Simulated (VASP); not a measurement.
A convergence study with VASP on KI (rock salt): one setting is varied, all else stays as given below, so the limit is that of these other settings. ε∞ is the independent-particle value.

```xyz
2
Lattice="0.0000 3.5350 3.5350 3.5350 0.0000 3.5350 3.5350 3.5350 0.0000" Properties=species:S:1:pos:R:3 pbc="T T T"
K      0.0000     0.0000     0.0000
I      3.5350     3.5350     3.5350
```

The numbers are results of PBE GGA, VASP's PBE PAW potentials (set 64) (plane waves; VASP), not measurements. The tightest run used: 550 eV cut-off, 5×5×5 Γ-centred mesh, Gaussian smearing of 0.050 eV, potentials K_sv I.

The reference is NBANDS = 136, which took about 90 core-seconds. The timings are rough (shared machines, no repeats); factors under 2 mean little.

Task: Of the settings NBANDS = 9; NBANDS = 10; NBANDS = 12; NBANDS = 16; NBANDS = 24; NBANDS = 40; NBANDS = 72; NBANDS = 136, which is the lowest that keeps the difference from the reference in mean ε∞ within 0.05 from there on, and what does it cost?

Result: NBANDS = 24; its cost over the reference is about 1/4.
| setting | difference in mean ε∞ | cost over the reference |
|---|---|---|
| NBANDS = 9 | 1.44 | about 1/8 |
| NBANDS = 10 | 1.04 | about 1/8 |
| NBANDS = 12 | 0.57 | about 1/7 |
| NBANDS = 16 | 0.25 | about 1/6 |
| NBANDS = 24 | 0.03 | about 1/4 |
| NBANDS = 40 | 0.01 | about 1/3 |
| NBANDS = 72 | 0.00 | within a factor of 2 |
| NBANDS = 136 | 0.00 | reference |

Left out are rungs that failed or repeat a setting and relaxations that didn't move; long series are thinned to 24 rows.

The compound is KI in the rock salt structure. The cell was not relaxed at this level.
